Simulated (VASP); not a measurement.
Given:

```
Pb
1.0
    0.00000     2.47984     2.47984
    2.47984     0.00000     2.47984
    2.47984     2.47984     0.00000
Pb
1
Cartesian
  0.00000   0.00000   0.00000
```

The numbers are results of optB88-vdW, VASP's PBE PAW potentials (set 64) (plane waves; VASP), not measurements. Numerical set-up: 520 eV cut-off, 13×13×13 Γ-centred mesh, first-order Methfessel-Paxton smearing of 0.10 eV, potentials Pb_d.

Task: Give the stress tensor in GPa (positive for a compressed cell).

Result: 
```
1.61  0.00  0.00
0.00  1.61  0.00
0.00  0.00  1.61
```
The pressure is its mean diagonal, 1.61 GPa.

The compound is Pb in the fcc structure. This cell is one point of a volume scan, at 0.97 of the reference volume.
